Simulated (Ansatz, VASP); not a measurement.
**InF: VASP beside Ansatz**

Wanted: the spread between two codes on one cell, functional and k mesh. The two relaxations start from unlike cells of this crystal (the structure described is Ansatz's start), so only their ends are compared.

Main program and level: Ansatz 0.2.0; plane waves, with VASP 6.6.1 beside it; relaxation of cell and atoms at PBE.

The structure was built from a prototype and need not be the compound's stable phase.

## Step 1: Set-up

The structure is cubic, space group Pm-3m (No. 221). The conventional cell has a = 3.163 Å, b = 3.163 Å, c = 3.163 Å, α = 90.00°, β = 90.00°, γ = 90.00°. Nearest to In lie 8 F at 2.74 Å. F has 8 In at 2.74 Å nearest. As first built, before any earlier steps moved the atoms (in the runner's words): all Cl replaced by F and Tl replaced by In in the Pm-3m structure of TlCl. Farther neighbours and most contacts between anions are not listed.

Structure file:

```
In F
1.0
     3.16344    0.00000    0.00000
     0.00000    3.16344    0.00000
     0.00000    0.00000    3.16344
In F
1 1
Direct
  0.00000 0.00000 0.00000
  0.50000 0.50000 0.50000
```

## Step 2: VASP: relaxation of cell and atoms, PBE

The relaxed volume is the usual yardstick between codes: in a stiff, nearly cubic crystal its relative difference is about their pressure difference at one cell divided by the bulk modulus.

Lines of VASP's logs that name or quote its potential files are left out, and so is its time.

INCAR

```
SYSTEM = InF
PREC = Accurate
ENCUT = 600
EDIFF = 1E-07
NELM = 120
ISMEAR = -1
SIGMA = 0.05
LREAL = .FALSE.
ALGO = Normal
GGA = PE
NBANDS = 16
LORBIT = 11
LWAVE = .FALSE.
LCHARG = .FALSE.
ISIF = 3
IBRION = 2
NSW = 80
EDIFFG = -0.005
LASPH = .TRUE.
GGA_COMPAT = .FALSE.
NELMIN = 4
EFERMI = MIDGAP
```

POSCAR

```
InF
1.0
    3.3607661959      0.0000000000      0.0000000000
    0.0000000000      3.3607661959      0.0000000000
    0.0000000000      0.0000000000      3.3607661959
In F
1 1
Direct
    0.0000000000      0.0000000000      0.0000000000
    0.5000000000      0.5000000000      0.5000000000
```

KPOINTS

```
Automatic mesh
0
Gamma
7 7 7
0 0 0
```

PAW data sets: In_d and F (PBE family, release 64).

Run with:

```console
mpirun -np 1 vasp_std
```

Numbers of over 12 decimals in the logs are rounded to 6 here.

Log:

```text
[banner, memory and clock lines left out]
running    1 mpi-ranks, on    1 nodes
 distrk:  each k-point on    1 cores,    1 groups
 distr:  one band on    1 cores,    1 groups

 POSCAR found type information on POSCAR InF
 POSCAR found :  2 types and       2 ions
 LDA part: xc-table for (Slater+PW92), standard interpolation
 POSCAR, INCAR and KPOINTS ok, starting setup
 FFT: planning ... GRIDC
 FFT: planning ... GRID_SOFT
 FFT: planning ... GRID
 WAVECAR not read
 entering main loop
       N       E                     dE             d eps       ncg     rms          rms(c)
DAV:   1     0.166500838865E+03    0.16650E+03   -0.11012E+04   640   0.175E+03
DAV:   2     0.358007436356E+01   -0.16292E+03   -0.15454E+03   736   0.392E+02
DAV:   3    -0.828032924925E+01   -0.11860E+02   -0.11820E+02   760   0.104E+02
DAV:   4    -0.853558418154E+01   -0.25525E+00   -0.25520E+00   808   0.159E+01
DAV:   5    -0.854550237003E+01   -0.99182E-02   -0.99181E-02   840   0.282E+00    0.600E+00
DAV:   6    -0.738690544902E+01    0.11586E+01   -0.44097E+00   752   0.185E+01    0.384E+00
DAV:   7    -0.734610137678E+01    0.40804E-01   -0.36996E-01   672   0.382E+00    0.117E+00
DAV:   8    -0.732364930434E+01    0.22452E-01   -0.30203E-02   816   0.149E+00    0.483E-01
DAV:   9    -0.731877072978E+01    0.48786E-02   -0.12502E-02   776   0.107E+00    0.133E-01
DAV:  10    -0.731908740407E+01   -0.31667E-03   -0.20852E-03   800   0.432E-01    0.128E-01
DAV:  11    -0.731906070435E+01    0.26700E-04   -0.65510E-04   920   0.185E-01    0.639E-02
DAV:  12    -0.731904073016E+01    0.19974E-04   -0.89308E-05   792   0.652E-02    0.369E-02
DAV:  13    -0.731904073139E+01   -0.12237E-08   -0.14837E-05   736   0.276E-02    0.109E-02
DAV:  14    -0.731904007029E+01    0.66109E-06   -0.34881E-06   768   0.136E-02    0.193E-03
DAV:  15    -0.731904000251E+01    0.67779E-07   -0.27151E-07   664   0.400E-03
   1 F= -.73190400E+01 E0= -.73190363E+01  d E =-.731904E+01
 curvature:   0.00 expect dE= 0.000E+00 dE for cont linesearch  0.000E+00
 trial: gam= 0.00000 g(F)=  0.000E+00 g(S)=  0.123E-04 ort = 0.000E+00 (trialstep = 0.100E+01)
 search vector abs. value=  0.123E-04
 bond charge predicted
       N       E                     dE             d eps       ncg     rms          rms(c)
DAV:   1    -0.731927455709E+01   -0.23449E-03   -0.43062E-03   688   0.105E+00    0.109E-01
DAV:   2    -0.731907229091E+01    0.20227E-03   -0.78751E-04   664   0.351E-01    0.304E-02
DAV:   3    -0.731904949787E+01    0.22793E-04   -0.70692E-05   824   0.114E-01    0.133E-02
DAV:   4    -0.731904626932E+01    0.32285E-05   -0.10662E-05   880   0.510E-02    0.597E-03
DAV:   5    -0.731904641838E+01   -0.14906E-06   -0.39286E-07   712   0.571E-03    0.420E-03
DAV:   6    -0.731904709803E+01   -0.67965E-06   -0.33397E-07   656   0.437E-03    0.552E-04
DAV:   7    -0.731904724795E+01   -0.14992E-06   -0.28044E-08   368   0.134E-03    0.370E-04
DAV:   8    -0.731904722073E+01    0.27214E-07   -0.42204E-09   328   0.800E-04
   2 F= -.73190472E+01 E0= -.73190434E+01  d E =-.721822E-05
 trial-energy change:   -0.000007  1 .order   -0.000008   -0.000012   -0.000003
 step:   1.3025(harm=  1.3025)  dis= 0.00000  next Energy=    -7.319048 (dE=-0.800E-05)
 reached required accuracy - stopping structural energy minimisation
```

From OUTCAR (step 2):

```text
ion  position               nearest neighbor table
   1  0.000  0.000  0.000-   2 2.91   2 2.91   2 2.91   2 2.91   2 2.91   2 2.91   2 2.91   2 2.91

  LATTYP: Found a simple cubic cell.
 ALAT       =     3.3607661959

 Subroutine GETGRP returns: Found 48 space group operations
 (whereof 48 operations were pure point group operations)

The static configuration has the point symmetry O_h .

 Found     20 irreducible k-points:

   k-points           NKPTS =     20   k-points in BZ     NKDIM =     20   number of bands    NBANDS=     16

   dimension x,y,z NGX =    28 NGY =   28 NGZ =   28
   dimension x,y,z NGXF=    56 NGYF=   56 NGZF=   56

   ENCUT  =  600.0 eV  44.10 Ry    6.64 a.u.   6.71  6.71  6.71*2*pi/ulx,y,z

   NELECT =      20.0000    total number of electrons

 k-points in reciprocal lattice and weights: Automatic mesh
   0.00000000  0.00000000  0.00000000       0.003
   0.14285714  0.00000000  0.00000000       0.017
   0.28571429  0.00000000  0.00000000       0.017
   0.42857143  0.00000000  0.00000000       0.017
   0.14285714  0.14285714  0.00000000       0.035
   0.28571429  0.14285714  0.00000000       0.070
   0.42857143  0.14285714  0.00000000       0.070
   0.28571429  0.28571429  0.00000000       0.035
   0.42857143  0.28571429  0.00000000       0.070
[...]
0.42857143  0.42857143  0.28571429       0.070
   0.42857143  0.42857143  0.42857143       0.023

 average (electrostatic) potential at core
       1 -96.2212       2 -74.0972

 E-fermi :   4.8140

 k-point     1 :       0.0000    0.0000    0.0000
  band No.  band energies     occupation
    ...
      6      -9.2799      2.00000
      7      -1.2398      2.00000
      8       1.0573      2.00000
      9       1.0573      2.00000
     10       1.0573      2.00000
     11      12.6074      0.00000
     12      12.6074      0.00000
     13      12.6074      0.00000
     14      13.8786      0.00000
     15      13.8786      0.00000
    ...

 k-point     2 :       0.1429    0.0000    0.0000
  band No.  band energies     occupation
    ...
      6      -9.2784      2.00000
      7      -1.3381      2.00000
      8       1.1043      2.00000
      9       1.1043      2.00000
     10       1.3090      2.00000
     11      10.2313      0.00000
     12      12.6741      0.00000
     13      12.6741      0.00000
     14      14.0903      0.00000
     15      15.9436      0.00000
    ...

 k-point     3 :       0.2857    0.0000    0.0000
  band No.  band energies     occupation
    ...
      6      -9.2751      2.00000
      7      -1.5262      2.00000
      8       1.2103      2.00000
      9       1.2103      2.00000
     10       2.0334      2.00000
     11       7.4978      0.00000
     12      12.8205      0.00000
     13      12.8205      0.00000
     14      14.7319      0.00000
     15      17.9474      0.00000
    ...

  Total       -0.0030253     -0.0030253     -0.0030253     -0.0000000      0.0000000      0.0000000
  in kB       -0.1278129     -0.1278129     -0.1278129     -0.0000000      0.0000000      0.0000000
  external PRESSURE =      -0.1278129 kB  Pullay stress =       0.0000000 kB

  energy-cutoff  :      600.00
  volume of cell :       37.92
      direct lattice vectors                 reciprocal lattice vectors
     3.359710278  0.000000000  0.000000000     0.297644713  0.000000000 -0.000000000
    -0.000000000  3.359710278 -0.000000000    -0.000000000  0.297644713  0.000000000
     0.000000000 -0.000000000  3.359710278    -0.000000000  0.000000000  0.297644713

 POSITION                                       TOTAL-FORCE (eV/Angst)
 -----------------------------------------------------------------------------------
      0.00000      0.00000      0.00000         0.000000      0.000000      0.000000
      1.67986      1.67986      1.67986        -0.000000     -0.000000      0.000000
 -----------------------------------------------------------------------------------
    total drift:                                0.000000      0.000000      0.000000

  FREE ENERGIE OF THE ION-ELECTRON SYSTEM (eV)
  ---------------------------------------------------
  free  energy   TOTEN  =        -7.3190472207 eV

  energy  without entropy=       -7.3190395850  energy(sigma->0) =       -7.31904340

 reached required accuracy - stopping structural energy minimisation

 total charge
# of ion       s       p       d       tot
------------------------------------------
    1        1.173   0.167   9.857  11.197
    2        1.740   4.279   0.000   6.019
--------------------------------------------------
tot          2.913   4.446   9.857  17.216

[... 3 further parts left out ...]
```

CONTCAR:

```
InF
   1.00000000000000
     3.3597102779698704    0.0000000000000000    0.0000000000000000
    -0.0000000000000000    3.3597102779698704   -0.0000000000000000
     0.0000000000000000   -0.0000000000000000    3.3597102779698704
  In              F
     1     1
Direct
     0.0000000000000000    0.0000000000000000    0.0000000000000000
     0.5000000000000000    0.5000000000000000    0.5000000000000000
```

## Step 3: Ansatz: relaxation of cell and atoms, PBE

Ansatz runs on its default PAW (the set named soft_2) files.

Its own start cell and the same functional, mesh and smearing now go to Ansatz, which takes its cutoff from its data sets.

input.yaml

```yaml
crystal:
  lattice:
    - [3.16343806, 0.0, 0.0]
    - [0.0, 3.16343806, 0.0]
    - [0.0, 0.0, 3.16343806]
  atoms:
    - { symbol: In, position: [0.0, 0.0, 0.0] }
    - { symbol: F, position: [0.5, 0.5, 0.5] }
kpoints:
  mp_grid: { grid: [7, 7, 7] }
scf:
  occupations: { method: fermi_dirac, width: 0.05 }
hamiltonian:
  xc: pbe
output:
  forces: true
  stress: true
relax:
  f_tol: 0.02
  max_steps: 50
  cell: {}
```

Run with:

```console
ansatz run input.yaml --threads 4 --pin off --max-ram 8192MiB --backend cpu --events-out ev --progress --plain --runs-dir out
```

Log:

```text
Engine: ansatz 0.2.0, aarch64-unknown-linux-gnu
Pseudopotentials: kind: paw
Pseudopotential: In, paw, valence charge 13, recommended cutoff 420 eV (normal), In.paw.azcp
Pseudopotential: F, paw, valence charge 7, recommended cutoff 420 eV (normal), F.paw.azcp
Functional definition: PBE
  parameter kappa = 0.804
  parameter beta = 0.066725
  exchange = pbe_x(kappa = kappa, mu = beta*pi^2/3)
  correlation = pbe_c(beta = beta)
Crystal: 2 atoms, lattice volume = 31.658 Å³
Basis set: ecut = 420 eV, 619 PW (Γ), exchange–correlation on 48×48×48 points (8 copies of the dense FFT grid, shifted against one another)
Bands: 14, of which v1, the nominal top of the filled ones, is band 10 counted from 1 (9 counted from 0)
Symmetry: 48 space group operations
Space group: Pm-3m (ITA 221), of the structure as read, at distance tolerance 3.2e-5 Å
k-points: 20 of 343
Non-local potential: In, projectors of the file, l = 0: 2, l = 1: 2, l = 2: 2, l = 3: 2
Non-local potential: F, projectors of the file, l = 0: 2, l = 1: 2, l = 2: 1
PAW form: soft (Blöchl's): semilocal exchange-correlation on the pseudo side does not see the compensation charge
PAW one-centre angular grid: In, 590 points (default); XC on 64 Gauss nodes
PAW one-centre angular grid: F, 110 points (default); XC on 64 Gauss nodes
Initial density: superposition of atomic densities (neutral atoms: chi_scale 0, normalization atom), corrected by the library's trained network
Initial wavefunctions: pseudopotential atomic-orbital guess
Functional: x = pbe(κ = 0.804, μ = 0.219515), c = pbe(β = 0.066725)
SCF iter   1: F=—  HF=-6406.164736 eV  |F-HF|=—  |Δ(HF+E_count)|=         —  Δρ=1.15e-3  dr2=3.51e-4  ethr=1.77e-3  ⟨swp⟩=5.8  Hψ=1500  notcnv=0
preconditioner: auto → none  [insulator: Δε(μ)=0.359 eV  Ē_g=18.169 eV  σ=0.050 eV  W_gap=0.95  n_scr=6 (ndim 8)  ℏωp=29.5 eV  f_vac=0.000  D(μ)=0.04/eV (n_scr^D=0)  ε∞_Penn≈3.6]
SCF iter   2: F=—  HF=-6406.164327 eV  |F-HF|=—  |Δ(HF+E_count)|=   4.10e-4  Δρ=7.63e-4  dr2=7.79e-5  ethr=1.76e-6  ⟨swp⟩=2.1  Hψ=582  notcnv=0
SCF iter   3: F=—  HF=-6406.164382 eV  |F-HF|=—  |Δ(HF+E_count)|=   5.51e-5  Δρ=2.87e-4  dr2=1.38e-5  ethr=3.90e-7  ⟨swp⟩=2.5  Hψ=421  notcnv=0
SCF iter   4: F=—  HF=-6406.164404 eV  |F-HF|=—  |Δ(HF+E_count)|=   2.27e-5  Δρ=3.02e-5  dr2=1.64e-7  ethr=6.91e-8  ⟨swp⟩=2.0  Hψ=367  notcnv=0
iter 5 did not close the SCF: its close was put off for the readings that it lacked (scf_convergence_deferred on its scf_iter line)
SCF iter   5: F=-6406.164404 eV  HF=-6406.164404 eV  |F-HF|=6.58e-10  |Δ(HF+E_count)|=   3.63e-8  Δρ=4.74e-6  dr2=3.53e-9  ethr=8.18e-10  ⟨swp⟩=2.0  Hψ=400  notcnv=0
SCF iter   6: F=-6406.164404 eV  HF=-6406.164404 eV  |F-HF|=5.73e-11  |Δ(HF+E_count)|=   1.89e-9  Δρ=5.43e-7  dr2=6.39e-11  ethr=1.77e-11  ⟨swp⟩=1.8  Hψ=888  notcnv=0
SCF 1 converged in 6 iterations: F = -6406.164404 eV  dr2 = 6.39e-11
  greatest PAW one-centre occupation: 0.985 electrons in one spin orbital (limit 2), on the In atom at site 0 (counted from 0), in its partial waves of l = 2
relax step   1: F+E_penalty+E_count = -6406.16440444 eV  Δ(F+E_penalty+E_count) = +0.000e0 eV  max|allowed force component| = 1.952e-29 eV/Å  Δτ_max = 0.0000 Å  P = +11.492 GPa  Ω = 31.658 Å³  (6 SCF iters, dr2 threshold 1.00e-7 eV, accepted)
[...]
relax step   5: F+E_penalty+E_count = -6406.35135766 eV  Δ(F+E_penalty+E_count) = -3.328e-2 eV  max|allowed force component| = 2.958e-29 eV/Å  Δτ_max = 0.0000 Å  P = +1.390 GPa  Ω = 36.876 Å³  stress off target by 1.39e0 GPa  SCF on the basis re-selected at this cell (its energy is not comparable with the rows above)  (6 SCF iters)
[...]
relax step   6: F+E_penalty+E_count = -6406.35377429 eV  Δ(F+E_penalty+E_count) = -2.417e-3 eV  max|allowed force component| = 3.040e-31 eV/Å  Δτ_max = 0.0000 Å  P = +0.367 GPa  Ω = 37.743 Å³  energy of the carried Pulay correction = -2.279e-3 eV  (6 SCF iters, dr2 threshold 2.00e-7 eV, accepted)
[...]
relax step   7: F+E_penalty+E_count = -6406.35303728 eV  Δ(F+E_penalty+E_count) = +7.370e-4 eV  max|allowed force component| = 1.594e-30 eV/Å  Δτ_max = 0.0000 Å  P = -0.034 GPa  Ω = 38.116 Å³  energy of the carried Pulay correction = -3.399e-3 eV  (6 SCF iters, dr2 threshold 2.00e-7 eV, accepted)
[...]
relax step   8: F+E_penalty+E_count = -6406.35654667 eV  Δ(F+E_penalty+E_count) = -3.509e-3 eV  max|allowed force component| = 1.989e-30 eV/Å  Δτ_max = 0.0000 Å  P = -0.007 GPa  Ω = 38.116 Å³  stress off target by 6.57e-3 GPa  SCF on the basis re-selected at this cell (its energy is not comparable with the rows above)  (6 SCF iters)
basis re-selected at this cell: Δ(F+E_penalty+E_count) = -3.509e-3 eV, ΔP = +0.028 GPa vs the last step (what re-selecting the basis moved, of the pressure what is left beyond the Pulay correction that the steps carried, after the strain that the cell walked since its last selection, with what the two solves' SCF thresholds leave and, on support functions, any second-order correction that the steps lacked; it is no m [...]
SCF converged after 6 iterations
Free energy (F): -6406.356547 eV
Harris-Foulkes:  -6406.356547 eV  (|F-HF|=1.82e-12)
Internal energy: -6406.356540 eV  (E = F + TS)
E sigma→0 (E₀):  -6406.356543 eV
Entropy (-TS):   -0.000006 eV (-0.003 meV/atom)
Fermi energy:    7.307433 eV
--- Per-component energies (eV) ---
  E_band       = -70.921309
  E_kinetic    = 443.925906
  E_local      = -1625.144618  (includes V_loc(G=0)·N_el)
  E_nonlocal   = 439.290901
  E_hartree    = 616.249289
  E_xc         = -296.053009
  E_vxc        = -202.119705  (∫ρ·V_xc dr)
  E_paw        = -4349.117573  (= ΣΔE_a)
  E_vpaw       = -359.374447  (= ΣTr[D̂ρ^β])
  E_aug_tail   = 0.002070  (compensation charges beyond the density's cutoff)
  E_ewald      = -1635.509507
  E_smearing   = -0.000006  (= −TS)
  E_closure    = -0.000000  (closes the sum)
  Σ components = -6406.356547   (vs F -6406.356547, Δ=0.00e0)
--- Forces (eV/Å), atoms counted from 1 ---
  atom   1  In     0.00000000     0.00000000     0.00000000
  atom   2  F      0.00000000     0.00000000     0.00000000
  max |Σ_I F_I| component: 4.44e-30 eV/Å
--- Stress (GPa, compression-positive) ---
       -0.006573       0.000000      -0.000000
        0.000000      -0.006573      -0.000000
       -0.000000      -0.000000      -0.006573
  P = ⅓ Tr σ = -0.0066 GPa (-0.066 kbar)
--- Relaxed structure (6 steps of the walk, 6 accepted, 2 SCFs on fresh bases) ---
  F+E_penalty+E_count = -6406.35654667 eV   max|allowed force component| = 1.989e-30 eV/Å   (the final SCF, on the basis selected at the relaxed cell)
  cell:  # Å, volume = 38.1162 Å³
    - [3.365400, 0, 0]
    - [0, 3.365400, 0.0]
    - [0, 0.0, 3.365400]
  atoms:
    - { symbol: In, position: [0, 0, 0] }
    - { symbol: F, position: [0.5, 0.5, 0.5] }
```

The column dr2 measures how far the density is from self-consistency, as an energy; F and HF (Harris–Foulkes) agree once it is small.

## Step 4: Differences

Known differences besides the potentials themselves: the cutoff is 420 eV in Ansatz and 600 eV in VASP; Ansatz adds a Pulay correction to the stress that steers its cell, VASP none. Total energies have different zeros and are not compared.

Compared:

| quantity | Ansatz | VASP | difference |
| --- | --- | --- | --- |
| volume (Å³) | 38.12 | 37.92 | +0.51 % |
| edge a after relaxation, in the typed setting (Å) | 3.365 | 3.360 | +0.17 % |

## Step 5: What came out

```
difference in volume (relaxation of cell and atoms, PBE) : 0.51 %
```

In words: The difference in volume is 0.51 % (relaxation of cell and atoms, PBE), within the 1.2 % picked in this series as the mark of a large difference, as far as the stopping tolerances let one tell. How closely two codes agree says nothing of how well the functional describes the real material.

[Lines on the potential files, build, host, timing and source positions are cut from VASP's logs without a mark.]

[Logs are printed without paths, hosts, clocks, repeated set-up lines and the standing remarks that a program may print on its own settings, such as how far it seeks lower states.]

[Hosts, paths, dates, database ids (printed as entryN), source tags and the programs' standing remarks are cut or masked in the printed files.]
